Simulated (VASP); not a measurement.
OSZICAR of a VASP run on BAs (zinc blende):

**OSZICAR**
```
       N       E                     dE             d eps       ncg     rms          rms(c)
DAV:   1     0.365537840739E+01    0.36554E+01   -0.41193E+03   560   0.923E+02
DAV:   2    -0.233966310760E+02   -0.27052E+02   -0.26410E+02   848   0.112E+02
DAV:   3    -0.238488611168E+02   -0.45223E+00   -0.45223E+00   672   0.193E+01
DAV:   4    -0.238494947075E+02   -0.63359E-03   -0.63359E-03   800   0.814E-01
DAV:   5    -0.238494949389E+02   -0.23143E-06   -0.23143E-06   656   0.117E-02    0.498E+00
DAV:   6    -0.222068710131E+02    0.16426E+01   -0.10526E+00   696   0.730E+00    0.289E+00
DAV:   7    -0.220344658164E+02    0.17241E+00   -0.46238E-01   608   0.434E+00    0.825E-01
DAV:   8    -0.220708962578E+02   -0.36430E-01   -0.21597E-01   560   0.425E+00    0.390E-01
DAV:   9    -0.222123560909E+02   -0.14146E+00   -0.18956E-02   600   0.127E+00    0.203E-01
DAV:  10    -0.222156982818E+02   -0.33422E-02   -0.21006E-04   792   0.142E-01    0.198E-01
DAV:  11    -0.222294380511E+02   -0.13740E-01   -0.64579E-04   560   0.296E-01    0.154E-01
DAV:  12    -0.222553333621E+02   -0.25895E-01   -0.12286E-02   672   0.117E+00    0.975E-02
DAV:  13    -0.222552791665E+02    0.54196E-04   -0.13915E-04   576   0.135E-01    0.738E-02
DAV:  14    -0.222552737167E+02    0.54498E-05   -0.18075E-05   712   0.458E-02    0.450E-02
DAV:  15    -0.222553215644E+02   -0.47848E-04   -0.34094E-05   696   0.614E-02    0.488E-03
DAV:  16    -0.222553331730E+02   -0.11609E-04   -0.82901E-06   800   0.293E-02    0.163E-02
DAV:  17    -0.222553347792E+02   -0.16063E-05   -0.24554E-06   584   0.190E-02    0.481E-03
DAV:  18    -0.222553363485E+02   -0.15693E-05   -0.52194E-07   280   0.654E-03    0.124E-03
DAV:  19    -0.222553358636E+02    0.48498E-06   -0.12519E-07   280   0.269E-03
   1 F= -.22255336E+02 E0= -.22255336E+02  d E =-.222553E+02
       N       E                     dE             d eps       ncg     rms          rms(c)
DAV:   1    -0.222555956994E+02   -0.25935E-03   -0.14236E-02   656   0.929E-01    0.129E-01
DAV:   2    -0.222554565400E+02    0.13916E-03   -0.51768E-04   632   0.186E-01    0.619E-02
DAV:   3    -0.222553692973E+02    0.87243E-04   -0.21919E-04   608   0.126E-01    0.273E-02
DAV:   4    -0.222553959374E+02   -0.26640E-04   -0.62735E-05   560   0.765E-02    0.198E-02
DAV:   5    -0.222553925770E+02    0.33604E-05   -0.22764E-05   576   0.497E-02    0.806E-03
DAV:   6    -0.222554071281E+02   -0.14551E-04   -0.86815E-06   576   0.315E-02    0.374E-03
DAV:   7    -0.222554090195E+02   -0.18914E-05   -0.17881E-06   560   0.156E-02    0.126E-03
DAV:   8    -0.222554093151E+02   -0.29559E-06   -0.74749E-08   280   0.313E-03
   2 F= -.22255409E+02 E0= -.22255409E+02  d E =-.734515E-04
       N       E                     dE             d eps       ncg     rms          rms(c)
DAV:   1    -0.222555670959E+02   -0.15808E-03   -0.28683E-03   656   0.418E-01    0.577E-02
DAV:   2    -0.222555398783E+02    0.27218E-04   -0.10253E-04   640   0.830E-02    0.277E-02
DAV:   3    -0.222555264366E+02    0.13442E-04   -0.43795E-05   608   0.565E-02    0.124E-02
DAV:   4    -0.222555323736E+02   -0.59370E-05   -0.12632E-05   560   0.344E-02    0.895E-03
DAV:   5    -0.222555335652E+02   -0.11916E-05   -0.46716E-06   576   0.225E-02    0.365E-03
DAV:   6    -0.222555360408E+02   -0.24757E-05   -0.17884E-06   576   0.142E-02    0.165E-03
DAV:   7    -0.222555369802E+02   -0.93938E-06   -0.33700E-07   280   0.682E-03
   3 F= -.22255537E+02 E0= -.22255537E+02  d E =-.201117E-03
```

**Question.** Which electronic solver shows in the log?

**Answer.** It is blocked Davidson (ALGO = Normal, or the opening steps of other solvers). The INCAR had ALGO = Normal.

**Question.** Can the final energy be trusted as converged?

**Answer.** Self-consistency was reached. It stopped with EDIFF = 1E-6, NELM = 100, NSW = 60 and EDIFFG = -0.01 after 3 ionic steps (r2SCAN meta-GGA, plane waves, VASP's PBE PAW potentials (set 64)).

The compound is BAs in the zinc blende structure. This run relaxes it. Symmetry was kept, so distortions that lower it aren't found.
